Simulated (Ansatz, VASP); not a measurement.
# GeCN2 in VASP and in Ansatz

The input INCAR:

```
ALGO     = Normal         # electronic algorithm
EDIFF    = 1E-6           # SCF threshold, eV
ENCUT    = 520            # plane-wave cutoff, eV
ISIF     = 2              # what is computed and relaxed
ISMEAR   = -1             # smearing method
LASPH    = T              # aspherical terms in the spheres
LCHARG   = F              # write CHGCAR
LREAL    = F              # projectors in reciprocal space
LWAVE    = F              # write WAVECAR
NBANDS   = 22             # bands
NELM     = 60             # most SCF steps
PREC     = Accurate       # precision mode
SIGMA    = 0.05           # smearing width, eV
```

KPOINTS

```
k-points
0
Gamma
  9 9 9
```

File POSCAR:

```
GeCN2
1.0
    1.7937903697      1.0356453528      4.9219572124
   -1.7937903697      1.0356453528      4.9219572124
    0.0000000000     -2.0712907056      4.9219572124
Ge N C
1 2 1
Direct
    0.0000000000      0.0000000000      0.0000000000
    0.5839044000      0.5839044000      0.5839044000
    0.4160956000      0.4160956000      0.4160956000
    0.5000000000      0.5000000000      0.5000000000
```

The input input.yaml:

```yaml
crystal:
  lattice:
    - [1.7937903697, 1.0356453528, 4.9219572124]
    - [-1.7937903697, 1.0356453528, 4.9219572124]
    - [0.0, -2.0712907056, 4.9219572124]
  atoms:
    - { symbol: Ge, position: [0.0, 0.0, 0.0] }
    - { symbol: "N", position: [0.5839044, 0.5839044, 0.5839044] }
    - { symbol: "N", position: [0.4160956, 0.4160956, 0.4160956] }
    - { symbol: C, position: [0.5, 0.5, 0.5] }
hamiltonian:
  xc: lda
  pseudopotentials: { kind: paw }
kpoints:
  mp_grid: { grid: [9, 9, 9] }
  band_path:
    path:
      - [[0.0, 0.0, 0.0], [0.5, 0.0, 0.0], [0.5, 0.1961825099, -0.1961825099]]
      - [[0.8038174901, 0.5, 0.1961825099], [0.5, 0.5, 0.5], [0.0, 0.0, 0.0], [0.3480912549, 0.0, -0.3480912549]]
      - [[0.6519087451, 0.3480912549, 0.0], [0.5, 0.5, 0.0], [0.6519087451, 0.6519087451, 0.1961825099], [0.5, 0.5, 0.5]]
      - [[0.5, 0.0, 0.0], [0.8038174901, 0.3480912549, 0.3480912549]]
    npoints: 14
scf:
  occupations: { method: fermi_dirac, width: 0.05 }
  n_extra_bands: 10
output:
  forces: true
  stress: true
  eigenvalues: true
  fatbands: true
```

The cell comes from a database or a generator and needn't be the stable form of this composition.

Alike in both runs: functional LDA; k mesh 9 × 9 × 9; occupations fermi-dirac, width 0.05 eV; no spin polarisation.

```csv
,VASP,Ansatz
version,VASP 6.6.1,Ansatz 0.2.0
potentials or method,"VASP PAW LDA potentials, release 64 (Ge_d, N, C)",Ansatz PAW
plane-wave cutoff (eV),520,420
valence electrons in the cell,28,28
task,single point,band structure
```

Ansatz gave:

* gap on the k mesh at the Fermi level (eV): 0.97
* least direct gap on the mesh (eV): 1.78
* pressure (GPa): -6.7
* largest component of the traceless stress (GPa): 2.29
* rms of the force components (eV/Å): 0.135

**Question.** What did VASP give for the same quantities?

**Answer.** gap on the k mesh at the Fermi level (eV): 0.95; least direct gap on the mesh (eV): 1.75; pressure (GPa): -6.4; largest component of the traceless stress (GPa): 1.49; rms of the force components (eV/Å): 0.076.

Atom by atom the forces differ by 0.059 eV/Å (rms over components).

Caveats: the standard files for N, O and F lose accuracy on very short bonds (VASP); an odd mesh through Γ misses points on the zone boundary, where band edges often lie (VASP); the pressure holds a Pulay correction of +0.6 GPa for the finite cutoff (Ansatz); the PAW data sets come from PBE, with cores solved anew for the run's functional, which leaves a small shift of forces and pressure (Ansatz). Expect the measured gap to be larger: semilocal functionals such as LDA lack the derivative discontinuity.
